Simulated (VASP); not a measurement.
Method: PBE GGA with D3 dispersion (Becke-Johnson damping), VASP's PBE PAW potentials (set 64) (plane waves; VASP).

VASP input:

### POSCAR
```
BN
1
    1.2780601582    -2.2136655271     0.0000000000
    1.2780601582     2.2136655271     0.0000000000
    0.0000000000     0.0000000000     6.7890009006
B N
2 2
Direct
  0.3333330000   0.6666670000   0.2500000000
  0.6666670000   0.3333330000   0.7500000000
  0.6666670000   0.3333330000   0.2500000000
  0.3333330000   0.6666670000   0.7500000000
```

File KPOINTS:
```
kpoints
0
Gamma
 10 10 4
0 0 0
```

INCAR:
```
SYSTEM = BN
PREC = Accurate
ENCUT = 520
EDIFF = 1E-7
NELM = 100
ALGO = Normal
LREAL = .FALSE.
LASPH = .TRUE.
ISMEAR = 0
SIGMA = 0.05
GGA = PE
IVDW = 12
LWAVE = .FALSE.
LCHARG = .FALSE.
ISIF = 4
IBRION = 2
NSW = 30
EDIFFG = -0.01
```

POTCAR, in this order: B N (PBE.64 set). Program: vasp_std.

Problem. Estimate the energy per atom (σ→0), dispersion energy.

Solution. 
```json
{
 "energy per atom (σ→0)": "-8.927 eV/atom",
 "dispersion_energy": "-0.523 eV"
}
```

### OSZICAR
```
...
DAV:   1    -0.351844322905E+02   -0.57420E-03   -0.14830E-02  1016   0.109E+00    0.770E-02
DAV:   2    -0.351842161002E+02    0.21619E-03   -0.23982E-04  1228   0.136E-01    0.434E-02
DAV:   3    -0.351841203046E+02    0.95796E-04   -0.19151E-04  1240   0.104E-01    0.103E-02
DAV:   4    -0.351841192749E+02    0.10297E-05   -0.93263E-06  1220   0.290E-02    0.321E-03
DAV:   5    -0.351841192932E+02   -0.18312E-07   -0.33839E-06  1244   0.155E-02    0.330E-03
DAV:   6    -0.351841191477E+02    0.14553E-06   -0.75243E-07  1224   0.783E-03    0.364E-04
DAV:   7    -0.351841191554E+02   -0.77600E-08   -0.42569E-08   728   0.202E-03
   3 F= -.35707139E+02 E0= -.35707139E+02  d E =-.785987E-01
```

The compound is BN in the hex structure. This cell is one point of a volume scan, at 1.06 of the reference volume. Symmetry was kept, so distortions that lower it aren't found.
